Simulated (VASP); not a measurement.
VASP input:

### POSCAR
```
Pb
1
    0.0000000000     2.4916009078     2.4916009078
    2.4916009078     0.0000000000     2.4916009078
    2.4916009078     2.4916009078     0.0000000000
Pb
1
Direct
  0.0000000000   0.0000000000   0.0000000000
```

KPOINTS:
```
Automatic mesh
0
Gamma
13 13 13
0 0 0
```

INCAR:
```
SYSTEM = Pb
PREC = Accurate
ENCUT = 520
EDIFF = 1E-7
NELM = 100
ALGO = Normal
LREAL = .FALSE.
LASPH = .TRUE.
ISMEAR = 1
SIGMA = 0.1
GGA = CX
LUSE_VDW = .TRUE.
AGGAC = 0.0
LMAXMIX = 4
LWAVE = .FALSE.
LCHARG = .FALSE.
ISIF = 2
```

POTCAR, in this order: Pb_d (PBE.64 set). Program: vasp_std.

Question: Write an equivalent input for Quantum ESPRESSO's pw.x.

Answer: One equivalent input (not run):
```
&CONTROL
  calculation = 'scf'
  pseudo_dir = './pseudo'
  outdir = './out'
  tprnfor = .true.
  tstress = .true.
/
&SYSTEM
  ibrav = 0
  nat = 1
  ntyp = 1
  ecutwfc = 62.5
  occupations = 'smearing'
  smearing = 'methfessel-paxton'
  degauss = 0.00735
  input_dft = 'vdw-df-cx'
/
&ELECTRONS
  conv_thr = 7.3e-09
  electron_maxstep = 100
/
ATOMIC_SPECIES
  Pb 207.200 Pb.upf
CELL_PARAMETERS angstrom
     0.0000000    2.4916009    2.4916009
     2.4916009    0.0000000    2.4916009
     2.4916009    2.4916009    0.0000000
ATOMIC_POSITIONS crystal
  Pb   0.0000000  0.0000000  0.0000000
K_POINTS automatic
  13 13 13 0 0 0
```
The two are equivalent in intent, not identical: the potentials are each code's own (VASP's PAW set, PseudoDojo norm-conserving files in pw.x), so ENCUT and ecutwfc are chosen apart and not converted; conv_thr bounds pw.x's estimated SCF error, while EDIFF bounds the energy change between steps.

The compound is Pb in the fcc structure. This cell is one point of a volume scan, at 1.03 of the reference volume.
